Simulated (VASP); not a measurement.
```
GaP
1.0
    0.00000     2.72500     2.72500
    2.72500     0.00000     2.72500
    2.72500     2.72500     0.00000
Ga P
1 1
Cartesian
  0.00000   0.00000   0.00000
  1.36250   1.36250   1.36250
```

Calculation: G0W0 on PBE orbitals, VASP's PBE PAW potentials (set 64) (plane waves; VASP). Settings: PREC = Normal, 500 eV cut-off, 4×4×4 Γ-centred mesh, Gaussian smearing of 0.010 eV, potentials Ga_d_GW P_GW.

The mesh is coarse and the basis finite, so the quasiparticle values are not converged.

NBANDS = 64, ENCUTGW = 150 eV, NOMEGA = 64. The PBE levels (eV) that the step starts from are:

| state | KS energy | filling |
|---|---|---|
| k1 (0.00, 0.00, 0.00), band 6 | -8.09 | 2 |
| k1 (0.00, 0.00, 0.00), band 7 | 4.41 | 2 |
| k1 (0.00, 0.00, 0.00), band 8 | 4.41 | 2 |
| k1 (0.00, 0.00, 0.00), band 9 | 4.41 | 2 |
| k1 (0.00, 0.00, 0.00), band 10 | 6.22 | 0 |
| k1 (0.00, 0.00, 0.00), band 11 | 8.26 | 0 |
| k1 (0.00, 0.00, 0.00), band 12 | 8.26 | 0 |
| k1 (0.00, 0.00, 0.00), band 13 | 8.26 | 0 |
| k5 (0.50, 0.25, 0.00), band 6 | -5.70 | 2 |
| k5 (0.50, 0.25, 0.00), band 7 | -1.74 | 2 |
| k5 (0.50, 0.25, 0.00), band 8 | 1.16 | 2 |
| k5 (0.50, 0.25, 0.00), band 9 | 2.37 | 2 |
| k5 (0.50, 0.25, 0.00), band 10 | 6.85 | 0 |
| k5 (0.50, 0.25, 0.00), band 11 | 9.32 | 0 |
| k5 (0.50, 0.25, 0.00), band 12 | 10.98 | 0 |
| k5 (0.50, 0.25, 0.00), band 13 | 11.44 | 0 |
| k8 (-0.25, 0.50, 0.25), band 6 | -5.03 | 2 |
| k8 (-0.25, 0.50, 0.25), band 7 | -2.16 | 2 |
| k8 (-0.25, 0.50, 0.25), band 8 | 0.82 | 2 |
| k8 (-0.25, 0.50, 0.25), band 9 | 0.97 | 2 |
| k8 (-0.25, 0.50, 0.25), band 10 | 9.10 | 0 |
| k8 (-0.25, 0.50, 0.25), band 11 | 9.26 | 0 |
| k8 (-0.25, 0.50, 0.25), band 12 | 10.48 | 0 |
| k8 (-0.25, 0.50, 0.25), band 13 | 10.54 | 0 |

**Question.** Give the quasiparticle energies and renormalisation factors Z.

**Answer.** 
| state | QP energy (eV) | Z |
|---|---|---|
| k1 (0.00, 0.00, 0.00), band 6 | -8.45 | 0.64 |
| k1 (0.00, 0.00, 0.00), band 7 | 4.08 | 0.76 |
| k1 (0.00, 0.00, 0.00), band 8 | 4.08 | 0.76 |
| k1 (0.00, 0.00, 0.00), band 9 | 4.08 | 0.76 |
| k1 (0.00, 0.00, 0.00), band 10 | 6.80 | 0.77 |
| k1 (0.00, 0.00, 0.00), band 11 | 8.66 | 0.77 |
| k1 (0.00, 0.00, 0.00), band 12 | 8.66 | 0.77 |
| k1 (0.00, 0.00, 0.00), band 13 | 8.66 | 0.77 |
| k5 (0.50, 0.25, 0.00), band 6 | -6.08 | 0.69 |
| k5 (0.50, 0.25, 0.00), band 7 | -2.13 | 0.71 |
| k5 (0.50, 0.25, 0.00), band 8 | 0.70 | 0.74 |
| k5 (0.50, 0.25, 0.00), band 9 | 1.93 | 0.75 |
| k5 (0.50, 0.25, 0.00), band 10 | 7.10 | 0.78 |
| k5 (0.50, 0.25, 0.00), band 11 | 9.72 | 0.75 |
| k5 (0.50, 0.25, 0.00), band 12 | 11.28 | 0.75 |
| k5 (0.50, 0.25, 0.00), band 13 | 11.85 | 0.74 |
| k8 (-0.25, 0.50, 0.25), band 6 | -5.39 | 0.69 |
| k8 (-0.25, 0.50, 0.25), band 7 | -2.52 | 0.71 |
| k8 (-0.25, 0.50, 0.25), band 8 | 0.31 | 0.73 |
| k8 (-0.25, 0.50, 0.25), band 9 | 0.49 | 0.74 |
| k8 (-0.25, 0.50, 0.25), band 10 | 9.27 | 0.76 |
| k8 (-0.25, 0.50, 0.25), band 11 | 9.87 | 0.74 |
| k8 (-0.25, 0.50, 0.25), band 12 | 10.82 | 0.76 |
| k8 (-0.25, 0.50, 0.25), band 13 | 10.75 | 0.76 |
On the mesh the gap opens from 1.63 to 2.02 eV.

The compound is GaP in the zinc blende structure. The cell was not relaxed at this level. The k-mesh is coarse (spacing up to 0.50 per Å, 2π included), so the numbers may not be converged in it.
